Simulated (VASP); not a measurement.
These are rev-vdW-DF2, VASP's PBE PAW potentials (set 64) (plane waves; VASP 6.6.1) values and carry that method's errors.

A VASP calculation is set up with these files.

File KPOINTS:
```
Automatic mesh
0
Gamma
8 8 6
0 0 0
```

**POSCAR**
```
PtSe2
1.0
  1.8917421610  -3.2765937920   0.0000000000
  1.8917421610   3.2765937920   0.0000000000
  0.0000000000   0.0000000000   4.9727849549
Pt Se
1 2
Cart
  0.0000000000   0.0000000000   0.0000000000
  1.8917421610   1.0922001151   1.2946594972
  1.8917421610  -1.0922001151   3.6781254577
```

### INCAR
```
! general
SYSTEM   = PtSe2
PREC     = Accurate
ENCUT    = 520
LREAL    = F
LASPH    = T

! electronic loop
EDIFF    = 1E-6
NELM     = 100
ALGO     = Normal
LMAXMIX  = 6

! smearing
ISMEAR   = 1
SIGMA    = 0.1

! functional
GGA      = MK
LUSE_VDW = T
AGGAC    = 0.0
PARAM1   = 0.1234568
PARAM2   = 0.7114
ZAB_VDW  = -1.8867

! ions
IBRION   = 2
NSW      = 60
ISIF     = 3
EDIFFG   = -0.02

! output
LWAVE    = F
LCHARG   = F
```

POTCAR, in this order: Pt Se (PBE.64 set). Program: vasp_std.

Unless said otherwise, spin-orbit coupling is left out, though it shifts the bands of the heavy elements here.

Problem. Estimate the energy per atom (σ→0), band gap (on the k-mesh).

Solution. 
```json
{
  "energy per atom (σ→0)": "-3.140 eV/atom",
  "band gap (on the k-mesh)": "none (metal, semimetal or under 0.01 eV)"
}
```

### OSZICAR
```
...
DAV:   7    -0.943957268729E+01    0.22822E+00   -0.10257E+00  1528   0.108E+01    0.359E+00
DAV:   8    -0.942524508870E+01    0.14328E-01   -0.75935E-02  1584   0.193E+00    0.903E-01
DAV:   9    -0.942089061235E+01    0.43545E-02   -0.12334E-02  1619   0.118E+00    0.193E-01
DAV:  10    -0.942099693692E+01   -0.10632E-03   -0.18122E-03  1703   0.283E-01    0.354E-02
DAV:  11    -0.942099859445E+01   -0.16575E-05   -0.37593E-05  1822   0.455E-02    0.291E-02
DAV:  12    -0.942099750162E+01    0.10928E-05   -0.65327E-06  1675   0.193E-02    0.878E-03
DAV:  13    -0.942099728495E+01    0.21666E-06   -0.13056E-06  1170   0.773E-03
   1 F= -.94209973E+01 E0= -.94210327E+01  d E =-.942100E+01
```

The compound is PtSe2 in the 1T layered structure. It was relaxed first. The start is the result of an earlier pass.
